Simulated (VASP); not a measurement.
```yaml
crystal:
  lattice:
    - [0.00000, 2.71147, 2.71147]
    - [2.71147, 0.00000, 2.71147]
    - [2.71147, 2.71147, 0.00000]
  atoms:
    - { symbol: Yb, position: [0.00000, 0.00000, 0.00000] }
```

All values below come from PBE GGA, VASP's PBE PAW potentials (set 64) (plane waves; VASP). Run with 480 eV cut-off, 8×8×8 Γ-centred mesh, Gaussian smearing of 0.050 eV, potentials Yb_2.

The 4f electrons are frozen in the core of the lanthanide potential, so 4f levels, which can set the real gap, and their magnetism are missing.

**Question.** What does the run give for the energy per atom (σ→0), band gap (on the k-mesh) with the smallest direct gap where there is one?

**Answer.** 
| Property | Value |
|---|---|
| band gap (on the k-mesh) | none (metal, semimetal or under 0.01 eV) |
| energy per atom (σ→0) | -1474 meV/atom |

Only differences to runs with the same potentials and settings are physical.

The compound is Yb in the fcc structure. It was relaxed first.
